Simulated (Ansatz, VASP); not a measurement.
B12Ru in VASP and in Ansatz

```
B Ru
1.0
     4.48973    0.00000    0.00000
     0.00000    4.48973    0.00000
     0.00000    0.00000    4.48973
B Ru
12 1
Direct
  0.50000 0.79172 0.79172
  0.50000 0.20828 0.79172
  0.50000 0.79172 0.20828
  0.50000 0.20828 0.20828
  0.79172 0.50000 0.79172
  0.79172 0.50000 0.20828
  0.20828 0.50000 0.79172
  0.20828 0.50000 0.20828
  0.79172 0.79172 0.50000
  0.20828 0.79172 0.50000
  0.79172 0.20828 0.50000
  0.20828 0.20828 0.50000
  0.00000 0.00000 0.00000
```

Alike in both runs: functional PBE; k mesh 4 × 4 × 4; occupations gaussian, width 0.1 eV; no spin polarisation.

Ansatz relaxed the structure, and its values are those at the end. VASP's run is a single point on that final structure, the one shown.

|  | VASP | Ansatz |
| --- | --- | --- |
| version | VASP 6.6.1 | Ansatz 0.2.0 |
| potentials or method | VASP PAW PBE potentials, release 64 (B, Ru_pv) | scalar-relativistic, plane waves, PAW |
| plane-wave cutoff (eV) | 520 | 420 |
| valence electrons in the cell | 50 | 52 |

```tsv
	VASP	Ansatz	Ansatz less VASP
gap on the k mesh at the Fermi level (eV)	none	none	-
pressure (GPa)	0.1	0.1	-0.02
rms of the force components (eV/Å)	0.007	0.007	+0.0001
```

A gap of «none» marks a metal or a gap that the smearing closes. With one functional, cell and mesh, what is left measures potentials, basis and numerics. The two sets of potentials don't hold the same shells in valence.
